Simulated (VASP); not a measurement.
All values below come from PBE GGA with D3 dispersion (Becke-Johnson damping), VASP's PBE PAW potentials (set 64) (plane waves; VASP).

VASP input:

POSCAR:
```
Ti
1
    1.4414469952    -2.4966594869    -0.0000000000
    1.4414469952     2.4966594869     0.0000000000
    0.0000000000     0.0000000000     4.5751589847
Ti
2
Direct
  0.3333330000   0.6666670000   0.2500000000
  0.6666670000   0.3333330000   0.7500000000
```

KPOINTS:
```
Regular mesh
0
G
  13 13 7
0 0 0
```

**INCAR**
```
SYSTEM=Ti
PREC=Accurate; ENCUT=520; LREAL=F
LASPH=T
EDIFF=1E-6; NELM=100; ALGO=Normal
LMAXMIX=4
ISMEAR=1; SIGMA=0.1
GGA=PE; IVDW=12
IBRION=2; NSW=60; ISIF=3
EDIFFG=-0.01
LWAVE=F; LCHARG=F
```

POTCAR, in this order: Ti_sv (PBE.64 set). Program: vasp_std.

Problem. What will the output report for the number of irreducible k-points (NKPTS), largest plane-wave count, number of space-group operations, FFT grid (NGX, NGY, NGZ)?

Solution. 
The number of irreducible k-points (NKPTS) is 84, the largest plane-wave count is 911 and the number of space-group operations is 24. The FFT grid (NGX, NGY, NGZ) comes out as 24 × 24 × 36.

The compound is Ti in the hcp structure. It was relaxed first, which changed the volume by -7 %. The start is the result of an earlier pass.
